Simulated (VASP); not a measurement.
Computed with r2SCAN meta-GGA, VASP's PBE PAW potentials (set 64) (plane waves; VASP).

The input files of a VASP run:

KPOINTS_OPT:
```
k-points along high-symmetry lines
6
Line-mode
Reciprocal
  0.000000   0.000000   0.000000 ! GAMMA
  0.500000   0.000000   0.000000 ! M

  0.500000   0.000000   0.000000 ! M
  0.333333   0.333333   0.000000 ! K

  0.333333   0.333333   0.000000 ! K
  0.000000   0.000000   0.000000 ! GAMMA

  0.000000   0.000000   0.000000 ! GAMMA
  0.000000   0.000000   0.500000 ! A

  0.000000   0.000000   0.500000 ! A
  0.500000   0.000000   0.500000 ! L

  0.500000   0.000000   0.500000 ! L
  0.333333   0.333333   0.500000 ! H

  0.333333   0.333333   0.500000 ! H
  0.000000   0.000000   0.500000 ! A

  0.500000   0.000000   0.500000 ! L
  0.500000   0.000000   0.000000 ! M

  0.333333   0.333333   0.500000 ! H
  0.333333   0.333333   0.000000 ! K
```

INCAR:
```
ALGO  =  Normal
EDIFF  =  1E-7
ENCUT  =  520
ISIF  =  2
ISMEAR  =  -5
LASPH  =  .True.
LCHARG  =  .False.
LEFG  =  .True.
LMAXMIX  =  4
LMIXTAU  =  .True.
LORBIT  =  11
LREAL  =  .False.
LWAVE  =  .False.
METAGGA  =  R2SCAN
NEDOS  =  601
NELM  =  100
PREC  =  Accurate
SYSTEM  =  ZrPbO3
```

KPOINTS:
```
Automatic
0
Gamma
  5 5 5
```

### POSCAR
```
ZrPbO3
1.0
  5.6878660334   0.0000000000   0.0000000000
 -2.8439330167   4.9258366595   0.0000000000
  0.0000000000   0.0000000000   5.5988635191
Pb Zr O
2 2 6
Cartesian
 -0.0000028439   3.2838927483   4.1991476393
  2.8439358606   1.6419439112   1.3997158798
  0.0000000000   0.0000000000   0.0000000000
  0.0000000000   0.0000000000   2.7994317596
 -0.0000000003   1.5654939968   1.3997158798
  1.4881754958   4.1430896614   1.3997158798
 -1.4881754963   4.1430896614   1.3997158798
  2.8439330170   3.3603426627   4.1991476393
  1.3557575209   0.7827469981   4.1991476393
  4.3321085130   0.7827469981   4.1991476393
```

POTCAR, in this order: Pb_d Zr_sv O (PBE.64 set). Program: vasp_std.

The run wrote:

### OSZICAR
```
       N       E                     dE             d eps       ncg     rms          rms(c)
DAV:   1     0.111414524037E+04    0.11141E+04   -0.45098E+04  1560   0.194E+03
DAV:   2    -0.485917517453E+02   -0.11627E+04   -0.11222E+04  1724   0.558E+02
DAV:   3    -0.249767532912E+03   -0.20118E+03   -0.19633E+03  2240   0.240E+02
DAV:   4    -0.264087253213E+03   -0.14320E+02   -0.14263E+02  2488   0.623E+01
DAV:   5    -0.264823078256E+03   -0.73583E+00   -0.73516E+00  2584   0.108E+01    0.455E+01
DAV:   6    -0.225452103390E+03    0.39371E+02   -0.69143E+01  2112   0.524E+01    0.169E+01
DAV:   7    -0.214118341844E+03    0.11334E+02   -0.71958E+00  1896   0.141E+01    0.691E+00
DAV:   8    -0.221362434022E+03   -0.72441E+01   -0.42855E+00  2024   0.121E+01    0.376E+00
DAV:   9    -0.215015432515E+03    0.63470E+01   -0.18701E+00  1620   0.898E+00    0.850E-01
DAV:  10    -0.216350051612E+03   -0.13346E+01   -0.73283E-01  1936   0.552E+00    0.620E-01
DAV:  11    -0.216326103484E+03    0.23948E-01   -0.88307E-02  2324   0.221E+00    0.498E-01
DAV:  12    -0.216334880475E+03   -0.87770E-02   -0.30631E-02  2044   0.108E+00    0.183E-01
DAV:  13    -0.216302767055E+03    0.32113E-01   -0.71780E-02  1788   0.162E+00    0.324E-01
DAV:  14    -0.216352545145E+03   -0.49778E-01   -0.21226E-02  1936   0.105E+00    0.112E-01
DAV:  15    -0.216359607297E+03   -0.70622E-02   -0.79080E-03  1900   0.521E-01    0.560E-02
DAV:  16    -0.216359689057E+03   -0.81759E-04   -0.44465E-04  2400   0.170E-01    0.310E-02
DAV:  17    -0.216359778733E+03   -0.89676E-04   -0.55253E-05  2080   0.386E-02    0.211E-02
DAV:  18    -0.216359804600E+03   -0.25867E-04   -0.12295E-04  1740   0.776E-02    0.110E-02
DAV:  19    -0.216359846007E+03   -0.41406E-04   -0.42121E-05  1828   0.509E-02    0.275E-03
DAV:  20    -0.216359849375E+03   -0.33681E-05   -0.31554E-06  2396   0.114E-02    0.313E-03
DAV:  21    -0.216359848993E+03    0.38188E-06   -0.31964E-07  1404   0.403E-03    0.157E-03
DAV:  22    -0.216359850062E+03   -0.10688E-05   -0.10435E-06  1572   0.743E-03    0.128E-03
DAV:  23    -0.216359849376E+03    0.68620E-06   -0.82972E-08  1056   0.247E-03    0.646E-04
DAV:  24    -0.216359849544E+03   -0.16844E-06   -0.25840E-08   980   0.122E-03    0.378E-04
DAV:  25    -0.216359849201E+03    0.34315E-06   -0.38013E-08   976   0.157E-03    0.136E-04
DAV:  26    -0.216359849161E+03    0.39605E-07   -0.18045E-08   980   0.113E-03
   1 F= -.21635985E+03 E0= -.21635985E+03  d E =0.000000E+00
       N       E                     dE             ncg
       N       E                     dE             ncg
       N       E                     dE             ncg
       N       E                     dE             ncg
```

File OUTCAR:
```
------------------------ aborting loop because EDIFF is reached ----------------------------------------
  FORCE on cell =-STRESS in cart. coord.  units (eV):
  Direction    XX          YY          ZZ          XY          YZ          ZX
  --------------------------------------------------------------------------------------
  Total       -0.0185197     -0.0185197      0.1800663      0.0000000      0.0000000      0.0000000
  in kB       -0.1891536     -0.1891536      1.8391358      0.0000000      0.0000000      0.0000000
  external PRESSURE =       0.4869429 kB  Pullay stress =       0.0000000 kB
  volume of cell :      156.87
      direct lattice vectors                 reciprocal lattice vectors
     5.687866033  0.000000000  0.000000000     0.175812861  0.101505599  0.000000000
    -2.843933017  4.925836659  0.000000000     0.000000000  0.203011198  0.000000000
     0.000000000  0.000000000  5.598863519     0.000000000  0.000000000  0.178607676
 POSITION                                       TOTAL-FORCE (eV/Angst)
 -----------------------------------------------------------------------------------
     -0.00000      3.28389      4.19915         0.000000     -0.000000      0.000000
      2.84394      1.64194      1.39972         0.000000     -0.000000      0.000000
      0.00000      0.00000      0.00000         0.000000     -0.000000      0.000000
      0.00000      0.00000      2.79943         0.000000     -0.000000      0.000000
     -0.00000      1.56549      1.39972         0.000000     -0.011139      0.000000
      1.48818      4.14309      1.39972         0.009647      0.005569      0.000000
     -1.48818      4.14309      1.39972        -0.009647      0.005569      0.000000
      2.84393      3.36034      4.19915         0.000000      0.011139      0.000000
      1.35576      0.78275      4.19915        -0.009647     -0.005569      0.000000
      4.33211      0.78275      4.19915         0.009647     -0.005569      0.000000
 -----------------------------------------------------------------------------------
    total drift:                                0.003267     -0.001886      0.003996
  FREE ENERGIE OF THE ION-ELECTRON SYSTEM (eV)
  ---------------------------------------------------
  free  energy   TOTEN  =      -216.3598491612 eV

  energy  without entropy=     -216.3598491612  energy(sigma->0) =     -216.35984916

 total charge

# of ion       s       p       d       tot
------------------------------------------
    1        1.517   0.280   9.837  11.634
    2        1.517   0.280   9.837  11.634
    3        2.196   6.090   1.487   9.773
    4        2.196   6.090   1.487   9.773
    5        1.576   3.449   0.000   5.025
    6        1.576   3.449   0.000   5.025
    7        1.576   3.449   0.000   5.025
    8        1.576   3.449   0.000   5.025
    9        1.576   3.449   0.000   5.025
   10        1.576   3.449   0.000   5.025
--------------------------------------------------
tot         16.881  33.435  22.648  72.964
```
(Selected blocks of OUTCAR.)

OUTCAR:
```
 val. band max:        4.1763188783   @ k =   0.0000   0.0000   0.4000

 cond. band min:       7.0223287140   @ k =   0.4000   0.2000   0.0000


 Fermi energy:         4.2405014154

 k-point     1 :       0.0000    0.0000    0.0000
  band No.  band energies     occupation
      1     -44.6170      2.00000
      2     -44.3701      2.00000
      3     -23.3353      2.00000
      4     -22.3324      2.00000
      5     -22.3324      2.00000
      6     -21.7977      2.00000
      7     -21.7977      2.00000
      8     -21.1719      2.00000
      9     -13.4790      2.00000
     10     -13.1223      2.00000
     11     -13.1223      2.00000
     12     -12.6128      2.00000
     13     -12.5262      2.00000
     14     -12.5262      2.00000
     15     -12.4304      2.00000
     16     -12.4304      2.00000
     17     -12.4011      2.00000
     18     -12.4011      2.00000
     19     -12.3598      2.00000
     20     -12.1713      2.00000
     21     -12.1713      2.00000
     22     -11.6963      2.00000
     23     -11.6490      2.00000
     24     -11.6490      2.00000
     25      -2.6046      2.00000
     26      -1.9736      2.00000
     27      -0.1673      2.00000
     28      -0.1672      2.00000
     29       0.4405      2.00000
     30       0.6064      2.00000
     31       1.3691      2.00000
     32       1.3691      2.00000
     33       1.6357      2.00000
     34       1.6357      2.00000
     35       2.6778      2.00000
     36       3.0041      2.00000
     37       3.0041      2.00000
     38       3.0315      2.00000
     39       3.0315      2.00000
     40       3.4301      2.00000
     41       3.6670      2.00000
     42       4.1300      2.00000
     43       4.1300      2.00000
     44       4.1389      2.00000
     45       7.8118      0.00000
     46       8.1819      0.00000
     47       8.9149      0.00000
     48       9.0184      0.00000
     49       9.0184      0.00000
     50       9.8320      0.00000
     51       9.8321      0.00000
...
```

Unless said otherwise, spin-orbit coupling is left out, though it shifts the bands of the heavy elements here.

The structure was generated: ZrPbO3 was put into the 2H-BaNiO3 type (P6_3/mmc), which need not be its known phase. It was relaxed first, which changed the volume by -9 %.
